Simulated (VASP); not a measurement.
All values below come from PBEsol GGA, VASP's PBE PAW potentials (set 64) (plane waves; VASP).

The input files of a VASP run:

**KPOINTS**
```
Automatic mesh
0
Gamma
2 2 2
0 0 0
```

**POSCAR**
```
CdGeAs2
1.0
 -3.0020260000   3.0020260000   5.6892180000
  3.0020260000  -3.0020260000   5.6892180000
  3.0020260000   3.0020260000  -5.6892180000
Cd Ge As
2 2 4
Cartesian
  3.0020260000   0.0000000000   2.8446090000
  0.0000000000   0.0000000000   5.6892180000
  0.0000000000   0.0000000000   0.0000000000
  0.0000000000   3.0020260000   2.8446090000
  1.3282163834   4.5030390000   1.4223045000
  1.5010130000   1.6738096166   4.2669135000
  1.6738096166  -1.5010130000   7.1115225000
  1.5010130000   1.3282163834  -1.4223045000
```

**INCAR**
```
! general
SYSTEM =CdGeAs2
PREC   =Accurate
ENCUT  =240
LREAL  =.FALSE.
LASPH  =.TRUE.

! electronic loop
EDIFF  =1E-03
NELM   =100
ALGO   =Normal
LMAXMIX=4

! smearing
ISMEAR =1
SIGMA  =0.1

! functional
GGA    =PS

! ions
IBRION =2
NSW    =50
ISIF   =3
EDIFFG =-0.01

! output
LWAVE  =.FALSE.
LCHARG =.FALSE.
```

POTCAR, in this order: Cd Ge_d As (PBE.64 set). Program: vasp_std.

At this cut-off the stress carries a Pulay error, which pulls relaxed volumes low. Energy and stress use the plane-wave basis of the starting cell.

What does the run give for the energy per atom (σ→0), volume per atom?

```json
{
  "energy per atom (σ→0)": "-4.119 eV/atom",
  "volume_per_atom": "23.21 Å³/atom"
}
```

**OSZICAR**
```
...
       N       E                     dE             d eps       ncg     rms          rms(c)
DAV:   1    -0.329504795740E+02    0.85371E-03   -0.20284E-03   204   0.316E-01    0.809E-02
DAV:   2    -0.329503931318E+02    0.86442E-04   -0.28930E-04   172   0.138E-01
  25 F= -.32950393E+02 E0= -.32948652E+02  d E =-.494786E-04
       N       E                     dE             d eps       ncg     rms          rms(c)
DAV:   1    -0.329503584991E+02    0.12107E-03   -0.12057E-04   172   0.886E-02    0.169E-02
DAV:   2    -0.329503597308E+02   -0.12316E-05   -0.46878E-05   172   0.530E-02
  26 F= -.32950360E+02 E0= -.32948619E+02  d E =-.160776E-04
```

The structure comes from a computed database's CdGeAs2 entry; how it stands against other phases isn't given here. This run relaxes it. Symmetry was kept, so distortions that lower it aren't found. The k-mesh is coarse (spacing up to 0.76 per Å, 2π included), so the numbers may not be converged in it. The run is one of a series of settings (EDIFF = 1E-03, EDIFFG = -0.01, ENCUT = 240, IBRION = 2, ISIF = 3, NSW = 50, KPOINTS 2×2×2 Γ-centred mesh against the base run), some of them coarse on purpose.
